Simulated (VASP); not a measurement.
# Shielding tensors and field gradients of LiHS, part 6 of 6

What are the shielding tensors of LiHS? The cell has space group Ama2. The start is a cell from a database of measured crystal structures.

VASP 6.6.1, plane waves and PAW; the level of theory is named at each step.

So far. Step 2 (Ground state): The cell has a gap of 3.22 eV on this mesh. Forces of up to 0.36 eV/Å remain in these settings, with PBE data sets under LDA.

## (5) Other data sets, PAW release PBE 64 (continued)

Level of this step: chemical shifts by linear response (GIPAW), LDA; plane waves and PAW (S_GW, Li_GW, H_GW) (VASP).

From OUTCAR (step 5):

```text
   k-points           NKPTS =     39   k-points in BZ     NKDIM =     39   number of bands    NBANDS=     14

   ENCUT  =  420.0 eV  30.87 Ry    5.56 a.u.  10.29  6.58  6.58*2*pi/ulx,y,z

   NELECT =      16.0000    total number of electrons

  Total       -1.3804571     -0.9061799     -0.8405998      0.0000000      0.0000000      0.0000000
  in kB      -23.1879258    -15.2213574    -14.1197907      0.0000000      0.0000000      0.0000000
  external PRESSURE =     -17.5096913 kB  Pullay stress =       0.0000000 kB

 POSITION                                       TOTAL-FORCE (eV/Angst)
 -----------------------------------------------------------------------------------
      4.61765      1.47039      4.06467         0.000000     -0.311160      0.339796
      1.53922     -1.47039      4.06467        -0.000000      0.311160      0.339796
      3.07843      0.00000      2.76654        -0.000000     -0.000000     -0.006846
      0.00000      0.00000      2.76654        -0.000000     -0.000000     -0.006846
      1.53922     -2.38895      3.07885        -0.000000     -0.326660     -0.332950
      4.61765      2.38895      3.07885         0.000000      0.326660     -0.332950
 -----------------------------------------------------------------------------------
    total drift:                                0.000000      0.000000      0.000111

 Electric field gradients after diagonalization (V/A^2)
 (convention: |V_zz| > |V_xx| > |V_yy|)
----------------------------------------------------------------------
 ion       V_xx      V_yy      V_zz     asymmetry (V_yy - V_xx)/ V_zz
----------------------------------------------------------------------
   1     -91.563   -71.988   163.551       0.120
   2     -91.563   -71.988   163.551       0.120
   3       0.127     0.106    -0.233       0.091
   4       0.127     0.106    -0.233       0.091
   5     -11.381   -10.957    22.338       0.019
   6     -11.381   -10.957    22.338       0.019
----------------------------------------------------------------------

  ORBITAL MAGNETIC SUSCEPTIBILITY, excluding core contribution
 -------------------------------------------------------------
  Approximate magnetic susceptibility, pGv (10^-6 cm^3/mole)
     1        -64.620094          0.000000          0.000000
     2          0.000000        -59.927112          0.000000
     3          0.000000          0.000000        -59.573117
 -------------------------------------------------------------
  Approximate magnetic susceptibility, vGv (10^-6 cm^3/mole)
     1        -55.561870          0.000000          0.000000
     2          0.000000        -52.399867          0.000000
     3          0.000000          0.000000        -51.432504

  BDIR labels direction of applied magnetic field (i.e. B0)
  For BDIR==1, B0 along x-axis, etc.
  Induced field listed along cartesian directions for each BDIR
 ------------------------------------------------------------------------------------------
                 EXCLUDING G=0 CONTRIBUTION              INCLUDING G=0 CONTRIBUTION
 ------------------------------------------------------------------------------------------
  ion  BDIR            X           Y           Z                X           Y           Z
          (   iso_shield        span        skew ) (   iso_shield        span        skew )
 ------------------------------------------------------------------------------------------
    1     1     661.3043      0.0000      0.0000         671.4131      0.0000      0.0000
          2       0.0000    736.4918   -102.4140           0.0000    745.9161   -102.4140
          3       0.0000   -103.1814    750.5559           0.0000   -103.1814    759.9286
          (     716.1173    206.0759      0.7980 ) (     725.7526    206.0724      0.7911 )

    2     1     661.3043      0.0000      0.0000         671.4131      0.0000      0.0000
          2       0.0000    736.4918    102.4140           0.0000    745.9161    102.4140
          3       0.0000    103.1814    750.5559           0.0000    103.1814    759.9286
          (     716.1173    206.0759      0.7980 ) (     725.7526    206.0724      0.7911 )

    3     1      80.2051      2.0502      0.0000          90.3138      2.0502      0.0000
          2       1.0394     77.7508      0.0000           1.0394     87.1751      0.0000
          3       0.0000      0.0000     77.3270           0.0000      0.0000     86.6997
          (      78.4276      3.9458      0.8368 ) (      88.0629      4.4042      0.9285 )

    4     1      80.2051     -2.0502      0.0000          90.3138     -2.0502      0.0000
          2      -1.0394     77.7508      0.0000          -1.0394     87.1751      0.0000
          3       0.0000      0.0000     77.3270           0.0000      0.0000     86.6997
          (      78.4276      3.9458      0.8368 ) (      88.0629      4.4042      0.9285 )

    5     1      18.0668      0.0000      0.0000          28.1756      0.0000      0.0000
          2       0.0000     25.6537      8.6992           0.0000     35.0780      8.6992
          3      -0.0000      8.8205     26.1992          -0.0000      8.8205     35.5719
          (      23.3065     17.5282      0.8968 ) (      32.9418     17.5266      0.8158 )

    6     1      18.0668      0.0000      0.0000          28.1756      0.0000      0.0000
          2       0.0000     25.6537     -8.6992           0.0000     35.0780     -8.6992
          3       0.0000     -8.8205     26.1992           0.0000     -8.8205     35.5719
          (      23.3065     17.5282      0.8968 ) (      32.9418     17.5266      0.8158 )
 ------------------------------------------------------------------------------------------

[... 5 parts as in an earlier step ...]

[... 5 further parts left out ...]
```

Numbers from this step:

```
free energy (TOTEN)            : -24.66 eV
Fermi energy                   : -0.8566 eV
pressure                       : -1.751 GPa
gap on the k-mesh              : 3.200 eV
least direct gap on the k-mesh : 3.200 eV
```

Valence and core; the G = 0 term is that of a spherical sample. NMR shielding, by row:

| atom | isotropic shielding (ppm) | span (ppm) | skew | isotropic shielding without the G = 0 term (ppm) |
| --- | --- | --- | --- | --- |
| S1 | 725.8 | 206.1 | 0.7911 | 716.1 |
| S2 | 725.8 | 206.1 | 0.7911 | 716.1 |
| Li3 | 88.06 | 4.404 | 0.9285 | 78.43 |
| Li4 | 88.06 | 4.404 | 0.9285 | 78.43 |
| H5 | 32.94 | 17.53 | 0.8158 | 23.31 |
| H6 | 32.94 | 17.53 | 0.8158 | 23.31 |

Ordered as |Vzz| ≥ |Vxx| ≥ |Vyy|, the program's way. Electric field gradients, by row:

| atom | Vxx (V/Å²) | Vyy (V/Å²) | Vzz (V/Å²) | asymmetry |
| --- | --- | --- | --- | --- |
| S1 | -91.56 | -71.99 | 163.6 | 0.12 |
| S2 | -91.56 | -71.99 | 163.6 | 0.12 |
| Li3 | 0.127 | 0.106 | -0.233 | 0.091 |
| Li4 | 0.127 | 0.106 | -0.233 | 0.091 |
| H5 | -11.38 | -10.96 | 22.34 | 0.019 |
| H6 | -11.38 | -10.96 | 22.34 | 0.019 |

Against the first shielding run the largest change is +5.5 ppm, on S1.

## (6) Summary

This step: chemical shifts by linear response (GIPAW), LDA; plane waves and PAW (VASP 6.6.1).

This step runs nothing: it gathers the runs above.

Isotropic shieldings. Cost is wall time times ranks on a shared host. Shieldings by setting:

| run | ENCUT (eV) | k mesh | S1, Wyckoff letter b (ppm) | Li3, Wyckoff letter a (ppm) | H5, Wyckoff letter b (ppm) | cost (core minutes) |
| --- | --- | --- | --- | --- | --- | --- |
| first shielding run | 700 | 4x6x6 | 720.2 | 85.73 | 32.41 | 63.55 |
| coarser mesh | 700 | 1x2x2 | 357.3 | 105.2 | 53.79 | 4.77 |
| other data sets | 420 | 4x6x6 | 725.8 | 88.06 | 32.94 | 26.27 |

## (7) Outcome

| Quantity | Value |
| --- | --- |
| S, isotropic shielding | 720.2 ppm |
| Li, isotropic shielding | 85.7 ppm |
| H, isotropic shielding | 32.4 ppm |

At LDA, in the first shielding run, the isotropic shieldings are S 720.2 ppm; Li 85.7 ppm; H 32.4 ppm. In the first shielding run the widest tensor is that of S1, with a span (largest less smallest principal value) of 204 ppm. The largest field gradient of that run is Vzz = 160 V/Å² at S1. Against the first shielding run, the one with coarser mesh moves the shieldings by at most 363 ppm. Against the first shielding run, the one with other data sets moves the shieldings by at most 5.5 ppm. Shifts were not obtained, since a shift is the shielding of a reference compound, computed alike, less these values. The G = 0 term is the part set by the sample's shape, taken here for a sphere. No finer mesh was run, so convergence in it isn't shown. VASP's guide advises NLSPLINE for shieldings, which this input doesn't set; the effect wasn't tested. Where the functional isn't the one that the data sets were made with, the shieldings hold that mismatch too. The cell has space group Ama2. The atoms weren't relaxed and carry forces of up to 0.32 eV/Å at LDA in the first shielding run, so the numbers belong to the given coordinates, and a relaxation would change them.

[Lines on the potential files, build, host, timing and source positions are cut from VASP's logs without a mark.]

[Logs are printed without paths, hosts, clocks, repeated set-up lines and the standing remarks that a program may print on its own settings, such as how far it seeks lower states.]

[Hosts, paths, dates, database ids (printed as entryN), source tags and the programs' standing remarks are cut or masked in the printed files.]
